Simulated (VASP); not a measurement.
A convergence study with VASP on Bi (space group R-3m): one setting is varied, all else stays as given below, so the limit is that of these other settings.

```
Bi
1.0
    4.14499    -2.26363     0.00000
    4.14499     2.26363     0.00000
    2.90880     0.00000     3.72073
Bi
2
Direct
  0.23400   0.23400   0.23400
  0.76600   0.76600   0.76600
```

Calculation: PBEsol GGA, VASP's PBE PAW potentials (set 64) (plane waves; VASP). The tightest run used: 300 eV cut-off, 11×11×11 Γ-centred mesh, Gaussian smearing of 0.10 eV, potentials Bi_d.

Problem. The settings run are 3×3×3 mesh; 4×4×4 mesh; 5×5×5 mesh; 6×6×6 mesh; 7×7×7 mesh; 9×9×9 mesh; 11×11×11 mesh. From which on does the highest Γ mode stay within 5 cm⁻¹ of the tightest run?

Solution. From 4×4×4 mesh on: it is off by 3.6 there and by no more than 5 in any finer run, while 3×3×3 mesh is off by 11.1.
| setting | highest Γ mode (cm⁻¹) | irreducible k-points | difference judged (cm⁻¹) |
|---|---|---|---|
| 3×3×3 mesh | 95.2 | 6 | 11.1 |
| 4×4×4 mesh | 102.7 | 13 | 3.6 |
| 5×5×5 mesh | 106.4 | 19 | 0.1 |
| 6×6×6 mesh | 108.5 | 32 | 2.2 |
| 7×7×7 mesh | 105.9 | 44 | 0.4 |
| 9×9×9 mesh | 106.3 | 85 | 0.0 |
| 11×11×11 mesh | 106.3 | 146 | 0.0 |

Left out are rungs that failed or repeat a setting and relaxations that didn't move; long series are thinned to 24 rows.

The structure is a typed Bi crystal (space group no. 166). The cell was not relaxed at this level.
